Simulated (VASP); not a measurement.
# InGaTe3: single point with PBEsol

Crystal: InGaTe3.

```
CELL_PARAMETERS angstrom
3.33520 6.20226 -0.32702
-3.52331 6.31087 -0.12175
-0.20699 -0.26127 7.16164
ATOMIC_POSITIONS crystal
In 0.33424 0.35473 0.49979
Ga 0.00280 0.03089 0.34272
Te 0.00685 0.64524 0.25631
Te 0.35092 0.98366 0.23415
Te 0.64610 0.34750 0.21690
```

The cell was built by a generator and needn't be a form met in nature.

```json
{
 "Program": "VASP 6.6.1",
 "Task": "single point",
 "Functional": "PBEsol",
 "Potentials or basis": "VASP PAW PBE potentials, release 64 (In_d, Ga_d, Te)",
 "Cutoff": "520 eV",
 "k mesh": "3 × 3 × 3, shifted",
 "Occupations": "fermi-dirac, width 0.1 eV",
 "Spin": "no spin polarisation",
 "Dipole correction": "no",
 "Further INCAR settings": "ALGO = Normal; EDIFF = 1e-07; NBANDS = 30"
}
```

| Property | Result |
| --- | --- |
| Pressure | -0.3 GPa |
| Largest force | 1.619 eV/Å |
| Band gap on the k mesh | 0.06 eV, indirect (least direct gap 0.11 eV) |

Forces in eV/Å, atoms in the order of the input:
```
In   1.271 -0.012  0.078
Ga   1.109 -0.908 -0.544
Te  -1.537  0.346 -0.377
Te   0.313  0.627  0.490
Te  -1.157 -0.053  0.352
```

Stress tensor (GPa, compression positive):
```
 1.21  1.02  1.57
 1.02 -1.63 -0.34
 1.57 -0.34 -0.44
```

Levels at points of the mesh, in eV from the valence-band top:
```csv
k point,band 18,band 19,band 20,band 21,band 22,band 23,band 24,band 25,band 26,band 27
"(0.50, 0.00, 0.50)",-2.02,-1.26,-0.91,-0.74,-0.04,0.23,1.45,2.91,3.53,3.74
```

It took 3.1 min on 1 thread of Intel(R) Xeon(R) Platinum 8559C (Emerald Rapids), on a shared host, peak memory 0.44 GiB.

Caveat: the PAW data sets were made with another functional, which shifts forces and pressure a little; spin-orbit coupling is left out, which moves the levels of the heavy elements. A k mesh can miss the band edges.
